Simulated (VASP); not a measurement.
Given:

```
CELL_PARAMETERS angstrom
      0.00000     3.13161     3.13161
      3.13161     0.00000     3.13161
      3.13161     3.13161     0.00000
ATOMIC_POSITIONS crystal
  Cd 0.00000 0.00000 0.00000
  Se 0.25000 0.25000 0.25000
```

Computed with r2SCAN meta-GGA, VASP's PBE PAW potentials (set 64) (plane waves; VASP 6.6.1). Settings: 520 eV cut-off, 8×8×8 Γ-centred mesh, Gaussian smearing of 0.050 eV, potentials Cd Se.

Question: Estimate the energy per atom (σ→0), pressure, band gap (on the k-mesh) with the smallest direct gap where there is one.

Answer: 
* **band gap (on the k-mesh)**: 0.89 eV
* **smallest direct gap (on the k-mesh)**: 0.89 eV
* **energy per atom (σ→0)**: -17.943 eV/atom
* **pressure**: -2.63 GPa

The compound is CdSe in the zinc blende structure, whereas wurtzite is the usual form. This cell is one point of a volume scan, at 1.06 of the reference volume.
